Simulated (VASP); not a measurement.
Here is the system:

```
CELL_PARAMETERS angstrom
      2.77039     1.59948     4.75195
     -2.77039     1.59948     4.75195
      0.00000    -3.19897     4.75195
ATOMIC_POSITIONS crystal
  Dy 0.29515 0.29515 0.29515
  Dy 0.79515 0.79515 0.79515
  Sc 0.01480 0.01480 0.01480
  Sc 0.51480 0.51480 0.51480
  O  0.72303 0.14025 0.37706
  O  0.37706 0.72303 0.14025
  O  0.14025 0.37706 0.72303
  O  0.87706 0.64025 0.22303
  O  0.22303 0.87706 0.64025
  O  0.64025 0.22303 0.87706
```

Level of theory: PBEsol GGA, VASP's PBE PAW potentials (set 64) (plane waves; VASP). Numerical set-up: 520 eV cut-off, Gaussian smearing of 0.050 eV, potentials Dy_3 Sc_sv O.

The 4f electrons are frozen in the core of the lanthanide potential, so 4f levels, which can set the real gap, and their magnetism are missing.

Problem. Give the energies of bands 31 to 44 at the high-symmetry points, in eV from the valence-band maximum.

Solution. 
```tsv
band	Γ	T	H2	L	S0	F
31	-1.32	-1.75	-1.41	-1.27	-1.46	-1.48
32	-1.08	-1.75	-1.41	-1.27	-0.95	-1.25
33	-0.80	-0.50	-0.72	-0.83	-0.80	-0.78
34	-0.80	-0.50	-0.72	-0.83	-0.70	-0.70
35	-0.41	-0.50	-0.32	-0.45	-0.39	-0.39
36	-0.14	-0.50	-0.32	-0.45	-0.36	-0.34
37	-0.14	-0.43	-0.17	-0.02	-0.22	-0.05
38	0.00	-0.43	-0.17	-0.02	-0.04	-0.04
39	4.51	5.64	4.80	4.70	4.67	4.82
40	5.12	5.64	4.80	4.70	4.76	5.08
41	5.12	5.64	5.59	5.55	5.50	5.22
42	5.71	5.64	5.59	5.55	5.68	5.66
43	5.98	5.72	5.94	5.89	5.82	5.77
44	5.98	5.72	5.94	5.89	6.09	6.12
```

The gap is direct, 4.51 eV, from the valence maximum at Γ to the conduction minimum at Γ.

The structure was generated: DyScO3 was put into the LiNbO3 type (R3c), which need not be its known phase. It was relaxed first.
